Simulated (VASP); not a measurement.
# BeGe6F3 (Im-3m) in VASP: a series of runs

Runs on BeGe6F3. Level: PBE. Tasks: single point.

All numbers are computed with VASP 6.6.1; they aren't measurements. Logs are shortened: lines on timing, memory, paths and dates and some standing lists are left out, and cuts for length are marked.

### 1 The cell of the first run

Symmetry: Im-3m, No. 229, cubic system. Conventional cell: a = 8.603 Å, b = 8.603 Å, c = 8.603 Å, α = 90.00°, β = 90.00°, γ = 90.00°. Be (site symmetry m-3m) has 6 Ge at 2.17 Å as nearest neighbours. Around Ge (site symmetry 4mm) lie 1 F at 2.13 Å and 1 Be at 2.17 Å. F (site symmetry 4/mmm) has 2 Ge at 2.13 Å as nearest neighbours.

The cell was built by a generator and needn't be a form met in nature.

### 2 Single point, PBE (random cell by space group and Wyckoff sites (Im-3m, No. 229))

File INCAR:

```
PREC = Accurate ; ENCUT = 520
EDIFF = 1E-6 ; ISMEAR = 0
SIGMA = 0.1 ; LREAL = False
LASPH = True ; NELM = 100
ALGO = Fast ; ISIF = 2
LWAVE = False ; LCHARG = False
GGA = PE ; NBANDS = 64
```

File KPOINTS:

```
regular mesh
0
Gamma
  6 6 6
```

File POSCAR:

```
BeGe6F3
1.0
   -4.3016492563      4.3016492563      4.3016492563
    4.3016492563     -4.3016492563      4.3016492563
    4.3016492563      4.3016492563     -4.3016492563
Be Ge F
1 6 3
Direct
    0.0000000000      0.0000000000      0.0000000000
    0.0000000000      0.7473240925      0.7473240925
    0.0000000000      0.2526759075      0.2526759075
    0.7473240925      0.0000000000      0.7473240925
    0.2526759075      0.0000000000      0.2526759075
    0.7473240925      0.7473240925      0.0000000000
    0.2526759075      0.2526759075      0.0000000000
    0.0000000000      0.5000000000      0.5000000000
    0.5000000000      0.0000000000      0.5000000000
    0.5000000000      0.5000000000      0.0000000000
```

Potentials or basis: VASP PAW PBE potentials, release 64 (Be, Ge_d, F).

Run with:

```bash
$ cat potpaw_PBE.64/Be/POTCAR potpaw_PBE.64/Ge_d/POTCAR potpaw_PBE.64/F/POTCAR > POTCAR
$ mpirun -np 1 vasp_std > vasp.out
```

OUTCAR:

```text
PREC = Accurate
   ENCUT = 520
   EDIFF = 1E-6
   ISMEAR = 0
   LREAL = False
   LASPH = True
   NELM = 100
   ISIF = 2
   GGA = PE

 ion  position               nearest neighbor table
   1  0.000  0.000  0.000-   2 2.17   3 2.17   4 2.17   5 2.17   6 2.17   7 2.17
   2  0.000  0.747  0.747-   8 2.13   1 2.17
   3  0.000  0.253  0.253-   8 2.13   1 2.17
   4  0.747  0.000  0.747-   9 2.13   1 2.17
   5  0.253  0.000  0.253-   9 2.13   1 2.17
   6  0.747  0.747  0.000-  10 2.13   1 2.17
   7  0.253  0.253  0.000-  10 2.13   1 2.17
   8  0.000  0.500  0.500-   2 2.13   3 2.13
   9  0.500  0.000  0.500-   4 2.13   5 2.13
  10  0.500  0.500  0.000-   6 2.13   7 2.13

  LATTYP: Found a body centered cubic cell.
 ALAT       =     8.6032985126

  Lattice vectors:

 A1 = (  -4.3016492563,   4.3016492563,   4.3016492563)
 A2 = (   4.3016492563,  -4.3016492563,   4.3016492563)
 A3 = (   4.3016492563,   4.3016492563,  -4.3016492563)

Analysis of symmetry for initial positions (statically):
=====================================================================
 Subroutine PRICEL returns:
 Original cell was already a primitive cell.

 Routine SETGRP: Setting up the symmetry group for a
 body centered cubic supercell.

 Subroutine GETGRP returns: Found 48 space group operations
 (whereof 48 operations were pure point group operations)
 out of a pool of 48 trial point group operations.

The static configuration has the point symmetry O_h .

Analysis of symmetry for dynamics (positions and initial velocities):
=====================================================================
 Subroutine PRICEL returns:
 Original cell was already a primitive cell.

 Routine SETGRP: Setting up the symmetry group for a
 body centered cubic supercell.

 Subroutine GETGRP returns: Found 48 space group operations
 (whereof 48 operations were pure point group operations)
 out of a pool of 48 trial point group operations.

The dynamic configuration has the point symmetry O_h .

 Subroutine INISYM returns: Found 48 space group operations
 (whereof 48 operations are pure point group operations),
 and found     1 'primitive' translations

----------------------------------------------------------------------------------------

                                     Primitive cell

  volume of cell :     318.3941

  direct lattice vectors                    reciprocal lattice vectors
    -4.301649256  4.301649256  4.301649256     0.000000000  0.116234488  0.116234488
     4.301649256 -4.301649256  4.301649256     0.116234488  0.000000000  0.116234488
     4.301649256  4.301649256 -4.301649256     0.116234488  0.116234488  0.000000000

  length of vectors
     7.450675068  7.450675068  7.450675068     0.164380390  0.164380390  0.164380390

  position of ions in fractional coordinates (direct lattice)
     0.000000000  0.000000000  0.000000000
     0.000000000  0.747324093  0.747324093
     0.000000000  0.252675907  0.252675907
     0.747324093  0.000000000  0.747324093
     0.252675907  0.000000000  0.252675907
     0.747324093  0.747324093  0.000000000
     0.252675907  0.252675907  0.000000000
     0.000000000  0.500000000  0.500000000
     0.500000000  0.000000000  0.500000000
     0.500000000  0.500000000  0.000000000

  ion indices of the primitive-cell ions
   primitive index   ion index
                 1           1
                 2           2
                 3           3
                 4           4
                 5           5
                 6           6
                 7           7
                 8           8
                 9           9
                10          10

----------------------------------------------------------------------------------------

 KPOINTS: regular mesh

Automatic generation of k-mesh.
 Grid dimensions read from file:
 generate k-points for:    6    6    6

 Generating k-lattice:

  Cartesian coordinates                     Fractional coordinates (reciprocal lattice)
     0.000000000  0.019372415  0.019372415     0.166666667  0.000000000  0.000000000
     0.019372415  0.000000000  0.019372415     0.000000000  0.166666667  0.000000000
     0.019372415  0.019372415  0.000000000     0.000000000  0.000000000  0.166666667

  Length of vectors
     0.027396732  0.027396732  0.027396732

  Shift w.r.t. Gamma in fractional coordinates (k-lattice)
     0.000000000  0.000000000  0.000000000

 Subroutine IBZKPT returns following result:
 ===========================================

 Found     16 irreducible k-points:

 Following reciprocal coordinates:
            Coordinates               Weight
  0.000000  0.000000  0.000000      1.000000
  0.166667  0.000000  0.000000     12.000000
  0.333333  0.000000  0.000000     12.000000
  0.500000  0.000000  0.000000      6.000000
  0.166667  0.166667  0.000000     24.000000
  0.333333  0.166667  0.000000     48.000000
[... 8 lines left out ...]
  0.500000  0.500000  0.333333     12.000000
  0.500000  0.500000  0.500000      1.000000
   k-points           NKPTS =     16   k-points in BZ     NKDIM =     16   number of bands    NBANDS=     64
   number of dos      NEDOS =    301   number of ions     NIONS =     10
   total plane-waves  NPLWV = 175616
   dimension x,y,z NGX =    56 NGY =   56 NGZ =   56
   dimension x,y,z NGXF=   112 NGYF=  112 NGZF=  112
   ions per type =               1   6   3
   NGX,Y,Z   is equivalent  to a cutoff of  12.50, 12.50, 12.50 a.u.
   NGXF,Y,Z  is equivalent  to a cutoff of  24.99, 24.99, 24.99 a.u.
 SYSTEM =  unknown system
   PREC   = accura    normal or accurate (medium, high low for compatibility)
   ISTART =      0    job   : 0-new  1-cont  2-samecut
   ICHARG =      2    charge: 1-file 2-atom 10-const
   ISPIN  =      1    spin polarized calculation?
   LNONCOLLINEAR =      F non collinear calculations
   LSORBIT =      F    spin-orbit coupling
   LASPH  =      T    aspherical Exc in radial PAW
   ENCUT  =  520.0 eV  38.22 Ry    6.18 a.u.  13.85 13.85 13.85*2*pi/ulx,y,z
   NELM   =    100;   NELMIN=  2; NELMDL= -5     # of ELM steps
   EDIFF  = 0.1E-05   stopping-criterion for ELM
   LREAL  =      F    real-space projection
   EDIFFG = 0.1E-04   stopping-criterion for IOM
   NSW    =      0    number of steps for IOM
   IBRION =     -1    ionic relax: 0-MD 1-quasi-New 2-CG
   NFREE  =      0    steps in history (QN), initial steepest desc. (CG)
   ISIF   =      2    stress and relaxation
   ISYM   =      2    0-nonsym 1-usesym 2-fastsym
   POTIM  = 0.5000    time-step for ionic-motion
   TEBEG  =    0.0;   TEEND  =   0.0 temperature during run
   PSTRESS=    0.0 pullay stress
   NELECT =     107.0000    total number of electrons
   NUPDOWN=      -1.0000    fix difference up-down
   EMIN   =  10.00;   EMAX   =-10.00  energy-range for DOS
   EFERMI =   0.00;   METHOD = LEGACY
   ISMEAR =     0;   SIGMA  =   0.10  broadening in eV -4-tet -1-fermi 0-gaus
   EFERMI_NEDOS =   21; number of points for ismear=-14 and -15
   IALGO  =     68    algorithm
   IMIX   =      4    mixing-type and parameters
     AMIX     =   0.40;   BMIX     =  1.00
     AMIX_MAG =   1.60;   BMIX_MAG =  1.00
  volume/ion in A,a.u.               =      31.84       214.86
  Fermi-wavevector in a.u.,A,eV,Ry     =   1.138189  2.150866 17.626000  1.295474
  Thomas-Fermi vector in A             =   2.274894
   LORBIT       =      0    0 simple, 1 ext, 2 COOP (PROOUT), +10 PAW based schemes
   GGA     = PE    functional components
   LHFCALC =     F    Hartree Fock is set to
   AEXX    =    0.0000 exact exchange contribution
   IVDW    =     0    specifies the selected vdW correction
   LEPSILON=     F    determine dielectric tensor
   LRPA    =     F    only Hartree local field effects (RPA)
 non-spin polarized calculation
 RMM-DIIS sequential band-by-band and
 Gauss-broadening in eV      SIGMA  =   0.10
  energy-cutoff  :      520.00
  volume of cell :      318.39
 maximum number of plane-waves:      8598
   NGX = 27   NGY = 27   NGZ = 27

 number of electron     107.0000051 magnetization

 Free energy of the ion-electron system (eV)
  ---------------------------------------------------
  ext. energy  EPLUGINS =         0.00000000
  ---------------------------------------------------
  free energy    TOTEN  =       -36.55767458 eV

  energy without entropy =      -36.54981235  energy(sigma->0) =      -36.55374347

 E-fermi :   0.4742     XC(G=0):  -6.9630

 val. band max:        0.4500577877   @ k =   0.3333   0.3333   0.0000
 cond. band min:       0.5819880706   @ k =   0.1667   0.1667   0.0000
 fundamental gap:      0.1319302829
 Fermi energy:         0.4741581867

 k-point     1 :       0.0000    0.0000    0.0000
  band No.  band energies     occupation
      1     -24.6187      2.00000
      2     -24.5774      2.00000
      3     -24.5774      2.00000
      4     -24.4996      2.00000
      5     -24.4991      2.00000
      6     -24.4991      2.00000
[... 56 lines left out ...]
     63       4.1514      0.00000
     64       4.1737      0.00000

 k-point     2 :       0.1667    0.0000    0.0000
  band No.  band energies     occupation
      1     -24.6152      2.00000
      2     -24.5822      2.00000
      3     -24.5793      2.00000
      4     -24.4996      2.00000
      5     -24.4991      2.00000
      6     -24.4991      2.00000
[... 56 lines left out ...]
     63       4.2741      0.00000
     64       4.3622      0.00000

 k-point     3 :       0.3333    0.0000    0.0000
  band No.  band energies     occupation
      1     -24.6060      2.00000
      2     -24.5905      2.00000
      3     -24.5852      2.00000
      4     -24.4997      2.00000
      5     -24.4991      2.00000
      6     -24.4991      2.00000
[... 860 lines left out ...]
     63       4.0010      0.00000
     64       4.1434      0.00000

 k-point    16 :       0.5000    0.5000    0.5000
  band No.  band energies     occupation
      1     -24.6184      2.00000
      2     -24.5775      2.00000
      3     -24.5775      2.00000
      4     -24.4998      2.00000
      5     -24.4991      2.00000
      6     -24.4991      2.00000
[... 56 lines left out ...]
     63       3.7665      0.00000
     64       3.7792      0.00000

------------------------ aborting loop because EDIFF is reached ----------------------------------------

  FORCE on cell =-STRESS in cart. coord.  units (eV):
  Direction    XX          YY          ZZ          XY          YZ          ZX
  --------------------------------------------------------------------------------------
  -------------------------------------------------------------------------------------
  Total       -0.0341519     -0.0341519     -0.0341519      0.0000000      0.0000000     -0.0000000
  in kB       -0.1718541     -0.1718541     -0.1718541      0.0000000      0.0000000     -0.0000000
  external PRESSURE =      -0.1718541 kB  Pullay stress =       0.0000000 kB

 VOLUME and BASIS-vectors are now :
 -----------------------------------------------------------------------------
  energy-cutoff  :      520.00
  volume of cell :      318.39
      direct lattice vectors                 reciprocal lattice vectors
    -4.301649256  4.301649256  4.301649256     0.000000000  0.116234488  0.116234488
     4.301649256 -4.301649256  4.301649256     0.116234488  0.000000000  0.116234488
     4.301649256  4.301649256 -4.301649256     0.116234488  0.116234488  0.000000000

 POSITION                                       TOTAL-FORCE (eV/Angst)
 -----------------------------------------------------------------------------------
      0.00000      0.00000      0.00000        -0.000000     -0.000000      0.000000
      6.42945      0.00000      0.00000         0.019424     -0.000000      0.000000
      2.17385      0.00000      0.00000        -0.019424     -0.000000      0.000000
      0.00000      6.42945      0.00000        -0.000000      0.019424      0.000000
      0.00000      2.17385      0.00000        -0.000000     -0.019424      0.000000
      0.00000      0.00000      6.42945        -0.000000     -0.000000      0.019424
      0.00000      0.00000      2.17385        -0.000000     -0.000000     -0.019424
      4.30165      0.00000      0.00000        -0.000000     -0.000000      0.000000
      0.00000      4.30165      0.00000        -0.000000     -0.000000      0.000000
      0.00000      0.00000      4.30165        -0.000000     -0.000000      0.000000
 -----------------------------------------------------------------------------------
    total drift:                                0.000000      0.000000     -0.000000

  FREE ENERGIE OF THE ION-ELECTRON SYSTEM (eV)
  ---------------------------------------------------
  free  energy   TOTEN  =       -36.5576745820 eV

  energy  without entropy=      -36.5498123486  energy(sigma->0) =      -36.55374347
```

Wall time 6.5 min (1 thread of Intel Xeon Platinum 8488C (Sapphire Rapids), shared host); peak memory 0.55 GiB.

What came out:

* Free energy: -36.5577 eV
* Pressure: 0.0 GPa
* Largest force: 0.019 eV/Å
* Band gap on the k mesh: none (metal or under the smearing width)

Forces on the atoms (eV/Å):
```
Be   0.000  0.000  0.000
Ge   0.019  0.000  0.000
Ge  -0.019  0.000  0.000
Ge   0.000  0.019  0.000
Ge   0.000 -0.019  0.000
Ge   0.000  0.000  0.019
Ge   0.000  0.000 -0.019
F    0.000  0.000  0.000
F    0.000  0.000  0.000
F    0.000  0.000  0.000
```

Caveat: an odd number of electrons without spin polarisation forces a metal; a magnetic or distorted state may lie lower.

### 3 Single point, PBE (random cell by space group and Wyckoff sites (Im-3m, No. 229))

File INCAR:

```
SYSTEM = BeGe6F3
  ALGO = Fast
  EDIFF = 1E-6
  ENCUT = 520
  GGA = PE
  ISIF = 2
  ISMEAR = 0
  LASPH = .TRUE.
  LCHARG = .FALSE.
  LREAL = .FALSE.
  LWAVE = .FALSE.
  NBANDS = 64
  NELM = 100
  PREC = Accurate
  SIGMA = 0.1
```

File KPOINTS:

```
k-points
0
G
  4 4 4
  0 0 0
```

File POSCAR:

```
BeGe6F3
1.0
   -3.5753292800      3.5753292800      3.5753292800
    3.5753292800     -3.5753292800      3.5753292800
    3.5753292800      3.5753292800     -3.5753292800
Be Ge F
1 6 3
Direct
    0.0000000000      0.0000000000      0.0000000000
    0.0000000000      0.7480425500      0.7480425500
    0.0000000000      0.2519574500      0.2519574500
    0.7480425500      0.0000000000      0.7480425500
    0.2519574500      0.0000000000      0.2519574500
    0.7480425500      0.7480425500      0.0000000000
    0.2519574500      0.2519574500      0.0000000000
    0.0000000000      0.5000000000      0.5000000000
    0.5000000000      0.0000000000      0.5000000000
    0.5000000000      0.5000000000      0.0000000000
```

Potentials or basis: VASP PAW PBE potentials, release 64 (Be, Ge_d, F).

Run with:

```bash
$ cat potpaw_PBE.64/Be/POTCAR potpaw_PBE.64/Ge_d/POTCAR potpaw_PBE.64/F/POTCAR > POTCAR
$ mpirun -np 1 vasp_std > vasp.out
```

Wall time 2.4 min (1 thread of Intel Xeon Platinum 8488C (Sapphire Rapids), shared host); peak memory 0.35 GiB.

It converged, with:

```yaml
Free_energy: -24.2307 eV
Pressure: 43.2 GPa
Largest_force: 3.174 eV/Å
Band_gap_on_the_k_mesh: none (metal or under the smearing width)
```

Forces in eV/Å, atoms in the order of the input:
```
Be   0.000  0.000  0.000
Ge  -3.174  0.000  0.000
Ge   3.174  0.000  0.000
Ge   0.000 -3.174  0.000
Ge   0.000  3.174  0.000
Ge   0.000  0.000 -3.174
Ge   0.000  0.000  3.174
F    0.000  0.000  0.000
F    0.000  0.000  0.000
F    0.000  0.000  0.000
```

Levels at points of the mesh, in eV from the Fermi level:
```csv
k point,band 51,band 52,band 53,band 54,band 55,band 56
"(0.00, 0.00, 0.00)",-4.52,-3.83,0.05,0.05,0.05,1.48
"(0.50, 0.00, 0.00)",-3.48,-1.77,-1.05,-0.96,0.05,0.28
"(0.50, 0.50, 0.50)",-3.86,-1.77,-0.13,-0.13,-0.13,1.78
```

Caveat: a pressure of tens of GPa on the cell as given is suspect, and the run, the potentials or the cell itself is likely at fault; an odd number of electrons without spin polarisation forces a metal; a magnetic or distorted state may lie lower.
